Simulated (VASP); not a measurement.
GaSn, 4 atoms in the cell. Symmetry: P6_3/mmc, No. 194, hexagonal system. The conventional cell has a = 4.056 Å, b = 4.056 Å, c = 6.186 Å, α = 90.00°, β = 90.00°, γ = 120.00°. Around Ga (site symmetry -6m2) lie 6 Sn at 2.81 Å. Sn (site symmetry -3m) is surrounded by 6 Ga at 2.81 Å and 2 Sn at 3.09 Å. The cell was built by a generator and needn't be a form met in nature.

```yaml
Program: VASP 6.6.1
Task: relaxation of cell and atoms
Functional: PBE
Potentials_or_basis: VASP PAW PBE potentials, release 64 (Ga_d, Sn_d)
Cutoff: 600 eV
k_mesh: 8 × 8 × 5
Occupations: methfessel-paxton, width 0.1 eV
Spin: no spin polarisation
Further_INCAR_settings: ALGO = Fast; EDIFF = 1e-06; IBRION = 2; EDIFFG = -0.005; NSW = 60; ISIF = 3
```

Potentials or basis: VASP PAW PBE potentials, release 64 (Ga_d, Sn_d).

Run with:

```console
$ cat potpaw_PBE.64/Ga_d/POTCAR potpaw_PBE.64/Sn_d/POTCAR > POTCAR
$ mpirun -np 1 vasp_std > vasp.out
```

Hardware: 1 thread of Intel(R) Xeon(R) 6975P-C (Granite Rapids), with other jobs on the host.

Question: How long does it take, and how much memory?

Answer: Wall time 4.1 min on 1 thread of Intel(R) Xeon(R) 6975P-C (Granite Rapids), on a shared host, peak memory 0.28 GiB. Counts: scf iterations 89, k points 30, ion steps 11.
